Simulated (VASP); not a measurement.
Given:

```xyz
2
Lattice="0.0000 2.1200 2.1200 2.1200 0.0000 2.1200 2.1200 2.1200 0.0000" Properties=species:S:1:pos:R:3 pbc="T T T"
Ti     0.0000     0.0000     0.0000
N      2.1200     2.1200     2.1200
```

Computed with r2SCAN meta-GGA, VASP's PBE PAW potentials (set 64) (plane waves; VASP). Run with 520 eV cut-off, 13×13×13 Γ-centred mesh, first-order Methfessel-Paxton smearing of 0.10 eV, potentials Ti_sv N.

Task: Predict the energy per atom (σ→0), band gap (on the k-mesh) with the smallest direct gap where there is one.

Result: 
```json
{
 "band gap (on the k-mesh)": "none (metal, semimetal or under 0.01 eV)",
 "energy per atom (σ→0)": "-13.008 eV/atom"
}
```

Only differences to runs with the same potentials and settings are physical.

The compound is TiN in the rock salt structure. The cell was not relaxed at this level. The electron count is odd and the run is not spin-polarised, which forces a metal.
